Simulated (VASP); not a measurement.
All values below come from PBE GGA, VASP's PBE PAW potentials (set 64) (plane waves; VASP).

The input files of a VASP run:

POSCAR:
```
Au16Cl
1.0
  5.8764807549   0.0000000000   0.0000000000
  2.9382408867   5.0891818370   0.0000000000
  0.0000000000   0.0000000000  21.4555708742
Au Cl
16 1
Cartesian
  0.0000000000   0.0000000000   7.1291927234
  2.9382403775   0.0000000000   7.1291927234
  1.4691204434   2.5445909185   7.1291927234
  4.4073608208   2.5445909185   7.1291927234
  1.4691232118   0.8481986692   9.5282473807
  4.4073635893   0.8481986692   9.5282473807
  2.9382436552   3.3927895877   9.5282473807
  5.8764840326   3.3927895877   9.5282473807
 -0.0000027685   1.6963922493  11.9273234935
  2.9382376090   1.6963922493  11.9273234935
  1.4691176749   4.2409831678  11.9273234935
  4.4073580523   4.2409831678  11.9273234935
  0.0000000000   0.0000000000  14.3263781508
  2.9382403775   0.0000000000  14.3263781508
  1.4691204434   2.5445909185  14.3263781508
  4.4073608208   2.5445909185  14.3263781508
  2.9382376090   1.6963922493  15.7807440225
```

INCAR:
```
SYSTEM=Au16Cl
PREC=Normal; ENCUT=400; LREAL=.FALSE.
LASPH=.TRUE.
EDIFF=1E-5; NELM=100; NELMIN=4
ALGO=Normal; LMAXMIX=6
ISMEAR=1; SIGMA=0.1
GGA=PE
IBRION=2; NSW=50; ISIF=2
EDIFFG=-0.03
LWAVE=.TRUE.; LCHARG=.FALSE.
DIPOL=0.5 0.5 0.5
LDIPOL=.TRUE.; IDIPOL=3
```

**KPOINTS**
```
Automatic mesh
0
G
  5 5 1
```

POTCAR, in this order: Au Cl (PBE.64 set). Program: vasp_std.

The run wrote:

File OSZICAR:
```
...
DAV:   9    -0.511956881422E+02   -0.87698E-05   -0.39888E-05   983   0.228E-02
   5 F= -.51195688E+02 E0= -.51193789E+02  d E =-.132985E+00
       N       E                     dE             d eps       ncg     rms          rms(c)
DAV:   1    -0.510934795160E+02    0.10220E+00   -0.10766E+02  1090   0.262E+01    0.305E+00
DAV:   2    -0.513076173513E+02   -0.21414E+00   -0.23972E+00  1154   0.484E+00    0.163E+00
DAV:   3    -0.513670229100E+02   -0.59406E-01   -0.12090E+00  1168   0.534E+00    0.144E+00
DAV:   4    -0.513156814487E+02    0.51341E-01   -0.14154E+00  1288   0.570E+00    0.122E+00
DAV:   5    -0.512870823099E+02    0.28599E-01   -0.20631E-01  1200   0.211E+00    0.384E-01
DAV:   6    -0.512883764181E+02   -0.12941E-02   -0.18352E-02  1220   0.374E-01    0.220E-01
DAV:   7    -0.512882666013E+02    0.10982E-03   -0.95441E-04  1228   0.111E-01    0.125E-01
DAV:   8    -0.512883239179E+02   -0.57317E-04   -0.35449E-04  1165   0.765E-02    0.635E-02
DAV:   9    -0.512883634092E+02   -0.39491E-04   -0.14892E-04  1250   0.412E-02    0.489E-02
DAV:  10    -0.512883602475E+02    0.31617E-05   -0.17013E-04   914   0.655E-02    0.131E-02
DAV:  11    -0.512883948155E+02   -0.34568E-04   -0.28743E-05   922   0.164E-02    0.989E-03
DAV:  12    -0.512884122311E+02   -0.17416E-04   -0.25347E-06   711   0.583E-03    0.104E-02
DAV:  13    -0.512884340618E+02   -0.21831E-04   -0.16834E-06   725   0.340E-03    0.773E-03
DAV:  14    -0.512884751447E+02   -0.41083E-04   -0.12809E-05   794   0.124E-02    0.554E-03
DAV:  15    -0.512884780315E+02   -0.28868E-05   -0.10951E-06   708   0.287E-03
   6 F= -.51288478E+02 E0= -.51287492E+02  d E =-.225775E+00
       N       E                     dE             d eps       ncg     rms          rms(c)
DAV:   1    -0.512926713506E+02   -0.41962E-02   -0.12639E+01  1090   0.893E+00    0.135E+00
DAV:   2    -0.513237076447E+02   -0.31036E-01   -0.38052E-01  1154   0.204E+00    0.665E-01
DAV:   3    -0.513483196879E+02   -0.24612E-01   -0.47863E-01  1176   0.332E+00    0.839E-01
DAV:   4    -0.513203959035E+02    0.27924E-01   -0.35666E-01  1336   0.285E+00    0.344E-01
DAV:   5    -0.513182676955E+02    0.21282E-02   -0.13411E-02  1200   0.498E-01    0.169E-01
DAV:   6    -0.513181073936E+02    0.16030E-03   -0.25083E-03  1212   0.177E-01    0.822E-02
DAV:   7    -0.513180966593E+02    0.10734E-04   -0.19677E-04  1224   0.555E-02    0.555E-02
DAV:   8    -0.513181344233E+02   -0.37764E-04   -0.11497E-04   915   0.537E-02    0.429E-02
DAV:   9    -0.513181625315E+02   -0.28108E-04   -0.19878E-05   866   0.126E-02    0.254E-02
DAV:  10    -0.513181737394E+02   -0.11208E-04   -0.59343E-05   786   0.363E-02    0.816E-03
DAV:  11    -0.513181884747E+02   -0.14735E-04   -0.93520E-06   730   0.938E-03    0.558E-03
DAV:  12    -0.513181998795E+02   -0.11405E-04   -0.17137E-06   698   0.374E-03    0.535E-03
DAV:  13    -0.513182143546E+02   -0.14475E-04   -0.27063E-06   730   0.547E-03    0.303E-03
DAV:  14    -0.513182246995E+02   -0.10345E-04   -0.18016E-06   714   0.387E-03    0.154E-03
DAV:  15    -0.513182299900E+02   -0.52905E-05   -0.73010E-07   703   0.226E-03
   7 F= -.51318230E+02 E0= -.51317427E+02  d E =-.297520E-01
       N       E                     dE             d eps       ncg     rms          rms(c)
DAV:   1    -0.513127243205E+02    0.55004E-02   -0.55826E+00  1090   0.592E+00    0.920E-01
DAV:   2    -0.513261245452E+02   -0.13400E-01   -0.16509E-01  1154   0.134E+00    0.433E-01
DAV:   3    -0.513373329684E+02   -0.11208E-01   -0.21561E-01  1181   0.221E+00    0.575E-01
DAV:   4    -0.513245711316E+02    0.12762E-01   -0.15709E-01  1328   0.187E+00    0.216E-01
DAV:   5    -0.513237613077E+02    0.80982E-03   -0.51176E-03  1187   0.301E-01    0.112E-01
DAV:   6    -0.513236719477E+02    0.89360E-04   -0.10194E-03  1220   0.113E-01    0.554E-02
DAV:   7    -0.513236617949E+02    0.10153E-04   -0.97901E-05  1152   0.368E-02    0.364E-02
DAV:   8    -0.513236799315E+02   -0.18137E-04   -0.59548E-05   752   0.384E-02    0.289E-02
DAV:   9    -0.513236937250E+02   -0.13793E-04   -0.94280E-06   746   0.883E-03    0.169E-02
DAV:  10    -0.513236980805E+02   -0.43555E-05   -0.26454E-05   706   0.244E-02
   8 F= -.51323698E+02 E0= -.51323082E+02  d E =-.352200E-01
       N       E                     dE             d eps       ncg     rms          rms(c)
DAV:   1    -0.513251278846E+02   -0.14342E-02   -0.39336E+00  1090   0.504E+00    0.316E-01
DAV:   2    -0.513296521782E+02   -0.45243E-02   -0.46852E-02  1138   0.748E-01    0.181E-01
DAV:   3    -0.513294784322E+02    0.17375E-03   -0.13976E-03  1244   0.130E-01    0.136E-01
DAV:   4    -0.513296960176E+02   -0.21759E-03   -0.36326E-03  1421   0.284E-01    0.103E-01
DAV:   5    -0.513294464927E+02    0.24952E-03   -0.64167E-03  1440   0.377E-01    0.796E-02
DAV:   6    -0.513293553067E+02    0.91186E-04   -0.96216E-04  1170   0.135E-01    0.224E-02
DAV:   7    -0.513293560505E+02   -0.74384E-06   -0.57502E-05  1132   0.231E-02
   9 F= -.51329356E+02 E0= -.51328760E+02  d E =-.565797E-02
       N       E                     dE             d eps       ncg     rms          rms(c)
DAV:   1    -0.513229456885E+02    0.64096E-02   -0.88696E+00  1090   0.756E+00    0.472E-01
DAV:   2    -0.513331761955E+02   -0.10231E-01   -0.10617E-01  1138   0.112E+00    0.270E-01
DAV:   3    -0.513327812623E+02    0.39493E-03   -0.29598E-03  1252   0.186E-01    0.195E-01
DAV:   4    -0.513326009163E+02    0.18035E-03   -0.16762E-03  1168   0.172E-01    0.990E-02
DAV:   5    -0.513328233749E+02   -0.22246E-03   -0.62691E-03  1253   0.375E-01    0.125E-01
DAV:   6    -0.513324947988E+02    0.32858E-03   -0.27574E-03  1264   0.247E-01    0.235E-02
DAV:   7    -0.513325049620E+02   -0.10163E-04   -0.10726E-04  1183   0.285E-02    0.205E-02
DAV:   8    -0.513325027285E+02    0.22335E-05   -0.47231E-06   626   0.754E-03
  10 F= -.51332503E+02 E0= -.51331939E+02  d E =-.880465E-02
       N       E                     dE             d eps       ncg     rms          rms(c)
DAV:   1    -0.513324495769E+02    0.55385E-04   -0.10864E+00  1090   0.263E+00    0.147E-01
DAV:   2    -0.513336303710E+02   -0.11808E-02   -0.12331E-02  1125   0.391E-01    0.776E-02
DAV:   3    -0.513335757653E+02    0.54606E-04   -0.46448E-04  1238   0.736E-02    0.498E-02
DAV:   4    -0.513335551240E+02    0.20641E-04   -0.14416E-04  1144   0.525E-02    0.343E-02
DAV:   5    -0.513335872732E+02   -0.32149E-04   -0.68903E-04   944   0.124E-01    0.340E-02
DAV:   6    -0.513335450251E+02    0.42248E-04   -0.46185E-04   758   0.103E-01    0.843E-03
DAV:   7    -0.513335448267E+02    0.19832E-06   -0.17047E-05   682   0.171E-02
  11 F= -.51333545E+02 E0= -.51332855E+02  d E =-.104210E-02
       N       E                     dE             d eps       ncg     rms          rms(c)
DAV:   1    -0.513332915470E+02    0.25348E-03   -0.38931E-01  1090   0.157E+00    0.873E-02
DAV:   2    -0.513337130613E+02   -0.42151E-03   -0.44382E-03  1120   0.234E-01    0.456E-02
DAV:   3    -0.513336947621E+02    0.18299E-04   -0.16876E-04  1238   0.447E-02    0.289E-02
DAV:   4    -0.513336911445E+02    0.36176E-05   -0.82227E-05   707   0.427E-02
  12 F= -.51333691E+02 E0= -.51332930E+02  d E =-.118842E-02
       N       E                     dE             d eps       ncg     rms          rms(c)
DAV:   1    -0.513335756954E+02    0.11907E-03   -0.65675E-01  1090   0.205E+00    0.935E-02
DAV:   2    -0.513344091174E+02   -0.83342E-03   -0.94158E-03  1181   0.398E-01    0.128E-01
DAV:   3    -0.513341711823E+02    0.23794E-03   -0.33698E-03  1168   0.271E-01    0.497E-02
DAV:   4    -0.513341490465E+02    0.22136E-04   -0.40168E-04  1170   0.939E-02    0.464E-02
DAV:   5    -0.513341307585E+02    0.18288E-04   -0.22523E-04  1201   0.550E-02    0.124E-02
DAV:   6    -0.513341273944E+02    0.33640E-05   -0.15742E-05   716   0.192E-02
  13 F= -.51334127E+02 E0= -.51333297E+02  d E =-.436250E-03
```

### OUTCAR
```
------------------------ aborting loop because EDIFF is reached ----------------------------------------
  FORCE on cell =-STRESS in cart. coord.  units (eV):
  Direction    XX          YY          ZZ          XY          YZ          ZX
  --------------------------------------------------------------------------------------
  Total       -3.9957249     -3.9957252      0.0305185     -0.0000004     -0.0000000      0.0000000
  in kB       -9.9770190     -9.9770198      0.0762023     -0.0000010     -0.0000000      0.0000000
  external PRESSURE =      -6.6259455 kB  Pullay stress =       0.0000000 kB
  volume of cell :      641.66
      direct lattice vectors                 reciprocal lattice vectors
     5.876480755  0.000000000  0.000000000     0.170169876 -0.098247636  0.000000000
     2.938240887  5.089181837  0.000000000     0.000000000  0.196495239  0.000000000
     0.000000000  0.000000000 21.455570874     0.000000000  0.000000000  0.046607942
 POSITION                                       TOTAL-FORCE (eV/Angst)
 -----------------------------------------------------------------------------------
      0.00000      0.00000      7.09820         0.000000      0.000000     -0.010515
      2.93824      0.00193      7.13224        -0.000000     -0.002970     -0.007776
      1.47079      2.54362      7.13224        -0.002572      0.001485     -0.007776
      4.40569      2.54362      7.13224         0.002572      0.001485     -0.007776
      1.46207      0.84412      9.52867         0.006871      0.003967     -0.003847
      4.41442      0.84412      9.52867        -0.006871      0.003967     -0.003847
      2.93824      3.40094      9.52867        -0.000000     -0.007934     -0.003847
      5.87648      3.39279      9.51398         0.000000      0.000000     -0.011493
      5.87648      1.70375     11.88107         0.000000      0.000174      0.000826
      2.93824      1.69639     11.86995         0.000000      0.000000      0.028716
      7.33923      4.23731     11.88107        -0.000150     -0.000087      0.000826
      4.41373      4.23731     11.88107         0.000150     -0.000087      0.000826
      0.00000      0.00000     14.21576         0.000000      0.000000      0.011605
      5.87648      5.05275     14.26154         0.000000      0.007651      0.006198
      7.31405      2.56281     14.26154         0.006626     -0.003825      0.006198
      4.43891      2.56281     14.26154        -0.006626     -0.003825      0.006198
      2.93824      1.69639     16.31685        -0.000000      0.000000     -0.004514
 -----------------------------------------------------------------------------------
    total drift:                                0.003066      0.001770     -0.002877
  FREE ENERGIE OF THE ION-ELECTRON SYSTEM (eV)
  ---------------------------------------------------
  free  energy   TOTEN  =       -51.3341273944 eV

  energy  without entropy=      -51.3316368207  energy(sigma->0) =      -51.33329720

 reached required accuracy - stopping structural energy minimisation
```
(Selected blocks of OUTCAR.)

### CONTCAR
```
Au16Cl
   1.00000000000000
     5.8764807549000002    0.0000000000000000    0.0000000000000000
     2.9382408867000001    5.0891818369999999    0.0000000000000000
     0.0000000000000000    0.0000000000000000   21.4555708741999993
  Au              Cl
    16     1
Direct
     0.0000000000000000    0.0000000000000000    0.3308323163472592
     0.4998101591933242    0.0003796816133519    0.3324191654887821
     0.0003796816133519    0.4998101591933242    0.3324191654887821
     0.4998101591933242    0.4998101591933242    0.3324191654887821
     0.1658663653636223    0.1658663653636223    0.4441117211892777
     0.6682682692727455    0.1658663653636223    0.4441117211892777
     0.1658663653636223    0.6682682692727455    0.4441117211892777
     0.6666669999999968    0.6666669999999968    0.4434269946725976
     0.8326102830465899    0.3347784339068297    0.5537521153674199
     0.3333330000000032    0.3333330000000032    0.5532340053893966
     0.8326102830465899    0.8326102830465899    0.5537521153674199
     0.3347784339068297    0.8326102830465899    0.5537521153674199
     0.0000000000000000    0.0000000000000000    0.6625673858359309
     0.5035795349036971    0.9928409301926061    0.6647011254544736
     0.9928409301926061    0.5035795349036971    0.6647011254544736
     0.5035795349036971    0.5035795349036971    0.6647011254544736
     0.3333330000000032    0.3333330000000032    0.7604949152549594
```

The cell is a thin slab with vacuum, built from Au (fcc): (111) face, Cl adsorbed.
